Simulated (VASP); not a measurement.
An input for Ansatz (written as the equivalent of a VASP run, and not itself run):

Ansatz 0.2 input:
```yaml
crystal:
  lattice:
    - [3.9573420, -2.1550000, 0.0000000]
    - [3.9573420, 2.1550000, 0.0000000]
    - [2.7838200, 0.0000000, 3.5432930]
  atoms:
    - { symbol: Sb, position: [0.2335000, 0.2335000, 0.2335000] }
    - { symbol: Sb, position: [0.7665000, 0.7665000, 0.7665000] }
kpoints:
  mp_grid: { grid: [9, 9, 9] }
hamiltonian:
  xc: r2scan
  pseudopotentials: { kind: paw }
scf:
  occupations: { method: methfessel_paxton, width: 0.1 }
  max_iter: 100
relax:
  max_steps: 60
  f_tol: 0.01
  cell: {}
output: { forces: true, stress: true, eigenvalues: true }
```

### Question
Write the VASP files for the same calculation (r2SCAN).

### Answer
One answer among several that fit: 
**POSCAR**
```
Sb
1
    3.9573420000    -2.1550000000     0.0000000000
    3.9573420000     2.1550000000     0.0000000000
    2.7838200000     0.0000000000     3.5432930000
Sb
2
Direct
  0.2335000000   0.2335000000   0.2335000000
  0.7665000000   0.7665000000   0.7665000000
```

**KPOINTS**
```
Automatic mesh
0
Gamma
9 9 9
0 0 0
```

INCAR:
```
SYSTEM = Sb
PREC = Accurate
ENCUT = 400
EDIFF = 1E-6
NELM = 100
ALGO = Normal
LREAL = .FALSE.
LASPH = .TRUE.
ISMEAR = 1
SIGMA = 0.1
METAGGA = R2SCAN
LMIXTAU = .TRUE.
LMAXMIX = 4
LWAVE = .FALSE.
LCHARG = .FALSE.
IBRION = 2
ISIF = 3
NSW = 60
EDIFFG = -0.01
```

POTCAR, in this order: Sb (PBE.64 set). Program: vasp_std.

The two are equivalent in intent, not identical: each code has its own PAW files, so the cut-off isn't converted (ENCUT is set for VASP's; basis.ecutwfc is left out, and Ansatz then takes the one that its files recommend); Ansatz stops its SCF on the density residual and VASP on the energy change (EDIFF).

The compound is Sb in the a7 structure. This run relaxes it. Symmetry was kept, so distortions that lower it aren't found.
